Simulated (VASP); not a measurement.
Set up this calculation in VASP 6.6.1, as the native input.

```
Task                   : single point
Functional             : PBE
Dispersion             : D3(BJ)
Potentials or basis    : VASP PAW PBE potentials, release 64 (O, H, Mg, Cl)
Cutoff                 : 520 eV
k mesh                 : 1 × 1 × 1
Occupations            : fermi-dirac, width 0.02 eV
Spin                   : no spin polarisation
Dipole correction      : no
Further INCAR settings : LREAL = Auto; ALGO = Normal; EDIFF = 1e-07; NBANDS = 59
```

The structure of MgH16Cl2O8 lies in POSCAR:

```
MgH16Cl2O8
1.0
    6.7386640000      0.0000000000      0.0000000000
    0.0000000000      6.7386640000      0.0000000000
    0.0000000000      0.0000000000      6.7386640000
O H Mg Cl
8 16 1 2
Direct
    0.0573555826      0.7376833153      0.2245697367
    1.0451775011      0.4943413116      0.5897311396
    0.4186438143      0.3469827254      0.8079197894
    0.3301247844      0.9508561341      0.7862686135
    0.3583202843      0.4863426934      0.1688168456
    0.7059114388     -0.0288929675     -0.0340275164
    0.8857542088      0.0779828168      0.5941830606
    0.3240701718      0.1781362003      0.4152455145
   -0.0536456485      0.6466712096      0.2247181340
   -0.0013207366      0.8642514303      0.1751088940
    0.9005939456      0.5316780893      0.5665217913
    1.1255049962      0.5724725257      0.5146420715
    0.4151564761      0.4217453193      0.9407354336
    0.4752425703      0.4356946718      0.7044126254
    0.4307085203      0.9803278513      0.8931147183
    0.3973784715      0.8382967306      0.7107640328
    0.2322270408      0.5713892249      0.1617828104
    0.4429364634      0.5492928569      0.2722943302
    0.8194205854      0.0733528189     -0.0179115623
    0.7727199338     -0.1513504754     -0.0862337104
    0.7846065630      0.1081074824      0.6850170894
    0.8545017232     -0.0496685990      0.5214238312
    0.3176000465      0.2725762852      0.3072715897
    0.4290316300      0.0855659223      0.4006135341
    0.1607737083      0.2234567564      0.6909233047
    0.0009794226      0.2741196178      0.0323209467
    0.6072271892      0.6825536931      0.5082461449
```

The cell was built by a generator and needn't be a form met in nature.

The input as run:

INCAR

```
  PREC = Accurate
  ENCUT = 520
  EDIFF = 1E-7
  ISMEAR = -1
  SIGMA = 0.02
  LREAL = Auto
  LASPH = True
  NELM = 100
  ALGO = Normal
  ISIF = 2
  LWAVE = False
  LCHARG = True
  GGA = PE
  IVDW = 12
  LELF = True
  LVHAR = True
  NBANDS = 59
```

KPOINTS

```
Automatic mesh
0
Gamma
  1 1 1
```

Potentials or basis: VASP PAW PBE potentials, release 64 (O, H, Mg, Cl).

Launch:

```sh
$ cat potpaw_PBE.64/O/POTCAR potpaw_PBE.64/H/POTCAR potpaw_PBE.64/Mg/POTCAR potpaw_PBE.64/Cl/POTCAR > POTCAR
$ mpirun -np 1 vasp_gam > vasp.out
```

It gave:

```
Pressure                   : -1.3 GPa
Largest force              : 4.596 eV/Å
Band gap on the k mesh     : 4.20 eV, direct
Dispersion energy per atom : -0.051 eV
```

It took 31 s on 1 thread of Intel(R) Xeon(R) Platinum 8488C (Sapphire Rapids) (shared host), peak memory 0.34 GiB.
